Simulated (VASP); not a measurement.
Given:

```xyz
2
Lattice="0.0000 2.2902 2.2902 2.2902 0.0000 2.2902 2.2902 2.2902 0.0000" Properties=species:S:1:pos:R:3 pbc="T T T"
Na     0.0000     0.0000     0.0000
F      2.2902     2.2902     2.2902
```

These are PBE GGA with D3 dispersion (Becke-Johnson damping), VASP's PBE PAW potentials (set 64) (plane waves; VASP) values and carry that method's errors. Settings: 520 eV cut-off, 10×10×10 Γ-centred mesh, Gaussian smearing of 0.050 eV, potentials Na_pv F.

**Question.** Give the stress tensor in GPa (positive for a compressed cell).

**Answer.** 
```
1.61  0.00  0.00
0.00  1.61  0.00
0.00  0.00  1.61
```
The pressure is its mean diagonal, 1.61 GPa.

The compound is NaF in the rock salt structure. This cell is one point of a volume scan, at 0.97 of the reference volume.
